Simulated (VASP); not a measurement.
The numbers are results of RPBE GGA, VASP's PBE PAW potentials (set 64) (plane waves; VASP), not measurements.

A VASP calculation is set up with these files.

### KPOINTS
```
Automatic mesh
0
Gamma
7 7 4
0 0 0
```

POSCAR:
```
ZnS
1
    1.9475294169    -3.3732198543     0.0000000000
    1.9475294169     3.3732198543     0.0000000000
    0.0000000000     0.0000000000     6.3796093329
Zn S
2 2
Direct
  0.6666670000   0.3333330000   0.5001195316
  0.3333330000   0.6666670000   0.0001195316
  0.6666670000   0.3333330000   0.8748804684
  0.3333330000   0.6666670000   0.3748804684
```

### INCAR
```
SYSTEM = ZnS
PREC = Accurate
ENCUT = 520
EDIFF = 1E-7
NELM = 100
ALGO = Normal
LREAL = .FALSE.
LASPH = .TRUE.
ISMEAR = -5
GGA = RP
LMAXMIX = 4
LWAVE = .FALSE.
LCHARG = .TRUE.
LORBIT = 11
NEDOS = 601
ISIF = 2
LEFG = .TRUE.
```

POTCAR, in this order: Zn S (PBE.64 set). Program: vasp_std.

**Question.** What will the output report for the number of irreducible k-points (NKPTS), largest plane-wave count, number of space-group operations, FFT grid (NGX, NGY, NGZ)?

**Answer.** 
The number of irreducible k-points (NKPTS) comes out as 24 and the largest plane-wave count is 2273. The number of space-group operations is 12 and the FFT grid (NGX, NGY, NGZ) is 30 × 30 × 48.

The compound is ZnS in the wurtzite structure, the high-temperature form. It was relaxed first, which changed the volume by +6 %.
